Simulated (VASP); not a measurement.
Level of theory: PBE GGA, VASP's PBE PAW potentials (set 64) (plane waves; VASP 6.6.1).

VASP input:

INCAR:
```
SYSTEM = LiCl
PREC = Accurate
ENCUT = 520
EDIFF = 1E-7
NELM = 100
ALGO = Normal
LREAL = .FALSE.
LASPH = .TRUE.
ISMEAR = -5
GGA = PE
LWAVE = .FALSE.
LCHARG = .TRUE.
LORBIT = 11
NEDOS = 601
ISIF = 2
```

### POSCAR
```
LiCl
1
    0.0000000000     2.5705542292     2.5705542292
    2.5705542292     0.0000000000     2.5705542292
    2.5705542292     2.5705542292     0.0000000000
Li Cl
1 1
Direct
  0.0000000000   0.0000000000   0.0000000000
  0.5000000000   0.5000000000   0.5000000000
```

### KPOINTS
```
Automatic mesh
0
Gamma
10 10 10
0 0 0
```

POTCAR, in this order: Li_sv Cl (PBE.64 set). Program: vasp_std.

Output of the run:

File OSZICAR:
```
       N       E                     dE             d eps       ncg     rms          rms(c)
DAV:   1     0.433075021302E+02    0.43308E+02   -0.41047E+03   846   0.100E+03
DAV:   2    -0.552476981062E+01   -0.48832E+02   -0.48124E+02  1138   0.166E+02
DAV:   3    -0.740674132071E+01   -0.18820E+01   -0.18797E+01  1076   0.381E+01
DAV:   4    -0.745109025298E+01   -0.44349E-01   -0.44268E-01  1304   0.558E+00
DAV:   5    -0.745150358332E+01   -0.41333E-03   -0.41331E-03  1102   0.484E-01    0.238E+00
DAV:   6    -0.737991993115E+01    0.71584E-01   -0.17652E-01   916   0.244E+00    0.171E+00
DAV:   7    -0.738169052257E+01   -0.17706E-02   -0.58519E-02  1219   0.157E+00    0.922E-01
DAV:   8    -0.738607895803E+01   -0.43884E-02   -0.90074E-03   956   0.795E-01    0.139E-01
DAV:   9    -0.738606816381E+01    0.10794E-04   -0.32950E-04  1138   0.160E-01    0.424E-02
DAV:  10    -0.738613349933E+01   -0.65336E-04   -0.11986E-04   926   0.999E-02    0.225E-02
DAV:  11    -0.738614011851E+01   -0.66192E-05   -0.53972E-06  1291   0.227E-02    0.528E-03
DAV:  12    -0.738614161194E+01   -0.14934E-05   -0.45028E-07   960   0.626E-03    0.259E-03
DAV:  13    -0.738614103554E+01    0.57640E-06   -0.12088E-07   762   0.318E-03    0.395E-04
DAV:  14    -0.738614097588E+01    0.59661E-07   -0.93871E-09   452   0.105E-03
   1 F= -.73861410E+01 E0= -.73861410E+01  d E =0.000000E+00
```

**OUTCAR**
```
------------------------ aborting loop because EDIFF is reached ----------------------------------------
  FORCE on cell =-STRESS in cart. coord.  units (eV):
  Direction    XX          YY          ZZ          XY          YZ          ZX
  --------------------------------------------------------------------------------------
  Total        0.0136199      0.0136199      0.0136199      0.0000000      0.0000000     -0.0000000
  in kB        0.6423528      0.6423528      0.6423528      0.0000000      0.0000000     -0.0000000
  external PRESSURE =       0.6423528 kB  Pullay stress =       0.0000000 kB
  volume of cell :       33.97
      direct lattice vectors                 reciprocal lattice vectors
     0.000000000  2.570554229  2.570554229    -0.194510582  0.194510582  0.194510582
     2.570554229  0.000000000  2.570554229     0.194510582 -0.194510582  0.194510582
     2.570554229  2.570554229  0.000000000     0.194510582  0.194510582 -0.194510582
  FREE ENERGIE OF THE ION-ELECTRON SYSTEM (eV)
  ---------------------------------------------------
  free  energy   TOTEN  =        -7.3861409759 eV

  energy  without entropy=       -7.3861409759  energy(sigma->0) =       -7.38614098

 total charge

# of ion       s       p       d       tot
------------------------------------------
    1        2.006   0.033   0.000   2.039
    2        1.589   3.591   0.000   5.180
--------------------------------------------------
tot          3.595   3.624   0.000   7.220
```
(Selected blocks of OUTCAR.)

File OUTCAR:
```
 val. band max:        0.5293818885   @ k =  -0.1000   0.1000   0.0000

 cond. band min:       6.8303170597   @ k =   0.0000   0.0000   0.0000


 Fermi energy:         0.6051123618

 k-point     1 :       0.0000    0.0000    0.0000
  band No.  band energies     occupation
      1     -43.0054      2.00000
      2     -12.8439      2.00000
      3       0.5291      2.00000
      4       0.5291      2.00000
      5       0.5291      2.00000
      6       6.8303      0.00000
      7      12.4616      0.00000
      8      12.4616      0.00000
      9      12.4616      0.00000

 k-point     2 :       0.1000    0.0000    0.0000
  band No.  band energies     occupation
      1     -43.0051      2.00000
      2     -12.7956      2.00000
      3       0.1813      2.00000
      4       0.5025      2.00000
      5       0.5025      2.00000
      6       7.1486      0.00000
      7      11.8712      0.00000
      8      12.4599      0.00000
      9      12.4599      0.00000

 k-point     3 :       0.2000    0.0000    0.0000
  band No.  band energies     occupation
      1     -43.0045      2.00000
      2     -12.6646      2.00000
      3      -0.6058      2.00000
      4       0.4356      2.00000
      5       0.4356      2.00000
      6       7.6543      0.00000
      7      11.3550      0.00000
      8      11.6932      0.00000
      9      11.6932      0.00000

 k-point     4 :       0.3000    0.0000    0.0000
  band No.  band energies     occupation
      1     -43.0037      2.00000
      2     -12.4923      2.00000
      3      -1.4338      2.00000
      4       0.3576      2.00000
      5       0.3576      2.00000
      6       7.6635      0.00000
      7      10.7968      0.00000
      8      10.7968      0.00000
      9      11.8643      0.00000

 k-point     5 :       0.4000    0.0000    0.0000
  band No.  band energies     occupation
      1     -43.0030      2.00000
      2     -12.3433      2.00000
      3      -2.0358      2.00000
...
```

The structure was generated: LiCl was put into the rock salt type (Fm-3m), which need not be its known phase. It was relaxed first, which changed the volume by +11 %.
